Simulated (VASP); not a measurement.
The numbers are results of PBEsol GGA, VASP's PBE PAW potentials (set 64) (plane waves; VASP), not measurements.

VASP ran on this input.

KPOINTS:
```
Automatic mesh
0
Gamma
11 11 11
0 0 0
```

File POSCAR:
```
Y
1.0
 -2.0222360000   2.0222360000   2.0222360000
  2.0222360000  -2.0222360000   2.0222360000
  2.0222360000   2.0222360000  -2.0222360000
Y
1
direct
  0.0000000000   0.0000000000   0.0000000000
```

INCAR:
```
SYSTEM = Y
PREC = Accurate
ENCUT = 400
EDIFF = 1E-6
NELM = 100
ALGO = Normal
LREAL = .FALSE.
LASPH = .TRUE.
ISMEAR = 1
SIGMA = 0.1
GGA = PS
LMAXMIX = 4
LWAVE = .FALSE.
LCHARG = .FALSE.
IBRION = 2
ISIF = 3
NSW = 60
EDIFFG = -0.01
```

POTCAR, in this order: Y_sv (PBE.64 set). Program: vasp_std.

Output of the run:

**OSZICAR**
```
       N       E                     dE             d eps       ncg     rms          rms(c)
DAV:   1     0.132953082089E+02    0.13295E+02   -0.51541E+03  1024   0.914E+02
DAV:   2    -0.615840369367E+01   -0.19454E+02   -0.19051E+02  1207   0.140E+02
DAV:   3    -0.691740674399E+01   -0.75900E+00   -0.74030E+00  1527   0.200E+01
DAV:   4    -0.694091025146E+01   -0.23504E-01   -0.23419E-01  1374   0.271E+00
DAV:   5    -0.694118850081E+01   -0.27825E-03   -0.27818E-03  1523   0.244E-01    0.241E+01
DAV:   6    -0.672845025776E+01    0.21274E+00   -0.28140E-01  1060   0.416E+00    0.145E+01
DAV:   7    -0.667984221097E+01    0.48608E-01   -0.42103E-01  1054   0.486E+00    0.122E+00
DAV:   8    -0.667674331347E+01    0.30989E-02   -0.58066E-02  1150   0.208E+00    0.344E-01
DAV:   9    -0.667620574791E+01    0.53757E-03   -0.17057E-03  1210   0.359E-01    0.112E-01
DAV:  10    -0.667615293022E+01    0.52818E-04   -0.27707E-04  1326   0.189E-01    0.305E-02
DAV:  11    -0.667615172424E+01    0.12060E-05   -0.88785E-06  1266   0.238E-02    0.210E-02
DAV:  12    -0.667615071735E+01    0.10069E-05   -0.79086E-06  1081   0.335E-02    0.236E-02
DAV:  13    -0.667615044298E+01    0.27437E-06   -0.76447E-07   729   0.961E-03
   1 F= -.66761504E+01 E0= -.66757099E+01  d E =-.667615E+01
       N       E                     dE             d eps       ncg     rms          rms(c)
DAV:   1    -0.706633101718E+01   -0.39018E+00   -0.77578E+00  1460   0.223E+01    0.441E+00
DAV:   2    -0.672081267344E+01    0.34552E+00   -0.55744E-01  1217   0.640E+00    0.162E+00
DAV:   3    -0.666633297443E+01    0.54480E-01   -0.52721E-01  1477   0.461E+00    0.111E+00
DAV:   4    -0.667296478226E+01   -0.66318E-02   -0.74207E-03  1057   0.798E-01    0.725E-01
DAV:   5    -0.668623863671E+01   -0.13274E-01   -0.15147E-02  1532   0.631E-01    0.192E-01
DAV:   6    -0.668797001380E+01   -0.17314E-02   -0.14074E-03  1575   0.252E-01    0.156E-01
DAV:   7    -0.668878243666E+01   -0.81242E-03   -0.13481E-03  1639   0.236E-01    0.242E-02
DAV:   8    -0.668878515529E+01   -0.27186E-05   -0.22217E-05  1470   0.312E-02    0.262E-03
DAV:   9    -0.668878660839E+01   -0.14531E-05   -0.44763E-06  1448   0.972E-03    0.259E-03
DAV:  10    -0.668878665697E+01   -0.48577E-07   -0.69896E-08   538   0.259E-03
   2 F= -.66887867E+01 E0= -.66885521E+01  d E =-.126362E-01
       N       E                     dE             d eps       ncg     rms          rms(c)
DAV:   1    -0.669001763029E+01   -0.12310E-02   -0.23747E-02  1549   0.121E+00    0.258E-01
DAV:   2    -0.668889854645E+01    0.11191E-02   -0.20749E-03  1304   0.377E-01    0.859E-02
DAV:   3    -0.668875451974E+01    0.14403E-03   -0.15283E-03  1479   0.241E-01    0.586E-02
DAV:   4    -0.668877373843E+01   -0.19219E-04   -0.16936E-05  1055   0.366E-02    0.431E-02
DAV:   5    -0.668882318935E+01   -0.49451E-04   -0.67561E-05  1527   0.435E-02    0.117E-02
DAV:   6    -0.668882575727E+01   -0.25679E-05   -0.11771E-06   728   0.101E-02    0.802E-03
DAV:   7    -0.668882825931E+01   -0.25020E-05   -0.79879E-06  1472   0.152E-02    0.124E-03
DAV:   8    -0.668882814806E+01    0.11125E-06   -0.59818E-08   520   0.236E-03
   3 F= -.66888281E+01 E0= -.66885605E+01  d E =-.126777E-01
```

**OUTCAR**
```
------------------------ aborting loop because EDIFF is reached ----------------------------------------
  FORCE on cell =-STRESS in cart. coord.  units (eV):
  Direction    XX          YY          ZZ          XY          YZ          ZX
  --------------------------------------------------------------------------------------
  Total        0.0004222      0.0004222      0.0004222     -0.0000000     -0.0000000      0.0000000
  in kB        0.0216914      0.0216914      0.0216914     -0.0000000     -0.0000000      0.0000000
  external PRESSURE =       0.0216914 kB  Pullay stress =       0.0000000 kB
  volume of cell :       31.18
      direct lattice vectors                 reciprocal lattice vectors
    -1.982848733  1.982848733  1.982848733     0.000000000  0.252162453  0.252162453
     1.982848733 -1.982848733  1.982848733     0.252162453  0.000000000  0.252162453
     1.982848733  1.982848733 -1.982848733     0.252162453  0.252162453  0.000000000
 POSITION                                       TOTAL-FORCE (eV/Angst)
 -----------------------------------------------------------------------------------
      0.00000      0.00000      0.00000         0.000000     -0.000000      0.000000
 -----------------------------------------------------------------------------------
    total drift:                                0.000000      0.000000      0.000000
  FREE ENERGIE OF THE ION-ELECTRON SYSTEM (eV)
  ---------------------------------------------------
  free  energy   TOTEN  =        -6.6888281481 eV

  energy  without entropy=       -6.6880253431  energy(sigma->0) =       -6.68856055

 reached required accuracy - stopping structural energy minimisation
```
(Selected blocks of OUTCAR.)

CONTCAR:
```
Y
   1.00000000000000
    -1.9828487334914262    1.9828487334914262    1.9828487334914262
     1.9828487334914262   -1.9828487334914262    1.9828487334914262
     1.9828487334914262    1.9828487334914262   -1.9828487334914262
  Y
     1
Direct
     0.0000000000000000    0.0000000000000000    0.0000000000000000
```

### OUTCAR
```
 val. band max:        3.2810020920   @ k =   0.2727   0.1818   0.1818

 cond. band min:       3.3006065515   @ k =   0.1818   0.1818   0.0909


 Fermi energy:         3.2861426939

 k-point     1 :       0.0000    0.0000    0.0000
  band No.  band energies     occupation
      1     -39.3605      2.00000
      2     -19.0339      2.00000
      3     -19.0339      2.00000
      4     -19.0339      2.00000
      5      -1.6342      2.00000
      6       4.9763     -0.00000
      7       4.9763     -0.00000
      8       4.9763     -0.00000
      9       7.0334      0.00000

 k-point     2 :       0.0909    0.0000    0.0000
  band No.  band energies     occupation
      1     -39.3538      2.00000
      2     -19.0896      2.00000
      3     -19.0510      2.00000
      4     -19.0342      2.00000
      5      -1.4063      2.00000
      6       4.8099     -0.00000
      7       4.8928     -0.00000
      8       5.1980     -0.00000
      9       6.7908      0.00000

 k-point     3 :       0.1818    0.0000    0.0000
  band No.  band energies     occupation
      1     -39.3358      2.00000
      2     -19.2358      2.00000
      3     -19.0964      2.00000
      4     -19.0351      2.00000
      5      -0.7741      2.00000
      6       4.4120     -0.00000
      7       4.5190     -0.00000
      8       5.8468      0.00000
      9       6.5725      0.00000

 k-point     4 :       0.2727    0.0000    0.0000
  band No.  band energies     occupation
      1     -39.3121      2.00000
      2     -19.4209      2.00000
      3     -19.1552      2.00000
      4     -19.0364      2.00000
      5       0.0906      2.00000
      6       3.9681     -0.00000
      7       4.0027     -0.00000
      8       6.7182      0.00000
      9       6.8682      0.00000

 k-point     5 :       0.3636    0.0000    0.0000
  band No.  band energies     occupation
      1     -39.2901      2.00000
      2     -19.5850      2.00000
      3     -19.2085      2.00000
...
```

Energy and stress use the plane-wave basis of the starting cell.

The structure was generated: Y was put into the bcc type (Im-3m), which need not be its known phase. This run relaxes it. Symmetry was kept, so distortions that lower it aren't found.
